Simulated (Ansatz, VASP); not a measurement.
**CuTe in VASP and in Ansatz**

```xyz
4
Lattice="3.1000 0.0000 0.0000 0.0000 4.0200 0.0000 0.0000 0.0000 6.8600" Properties=species:S:1:pos:R:3 pbc="T T T"
Cu    0.0000    2.0100    3.0801
Cu    1.5500    0.0000    3.7799
Te    0.0000    0.0000    1.5298
Te    1.5500    2.0100    5.3302
```

Alike in both runs: task single point; functional LDA; k mesh 6 × 5 × 3; occupations gaussian, width 0.05 eV; collinear spin; Hubbard terms Cu d U = 8.0 eV, J = 0.9 eV.

```csv
,VASP,Ansatz
version,VASP 6.6.1,Ansatz 0.2.0
potentials or method,"VASP PAW LDA potentials, release 64 (Cu, Te)","scalar-relativistic, plane waves, PAW"
plane-wave cutoff (eV),520,420
valence electrons in the cell,34,70
```

Ansatz gave:

| Property | Result |
| --- | --- |
| gap on the k mesh at the Fermi level (eV) | none |
| pressure (GPa) | -0.1 |
| largest component of the traceless stress (GPa) | 0.91 |
| rms of the force components (eV/Å) | 0.131 |
| net moment per atom (μB) | 0.00 |

Problem. Which values does VASP return?

Solution. gap on the k mesh at the Fermi level (eV): none; pressure (GPa): -1.8; largest component of the traceless stress (GPa): 0.23; rms of the force components (eV/Å): 0.133; net moment per atom (μB): 0.00.

The programs project onto different local orbitals, so the same U acts differently. Atom by atom the forces differ by 0.133 eV/Å (rms over components). A gap of «none» marks a metal or a gap that the smearing closes. The two sets of potentials don't hold the same shells in valence. Ansatz warned: «filled_band_counts_differ_across_k_points».

Caveats: the U is typed as a test and isn't derived for this compound. Spin-orbit coupling is left out, which matters for the levels of Te. The state reached can hang on the start; a lower one may exist.
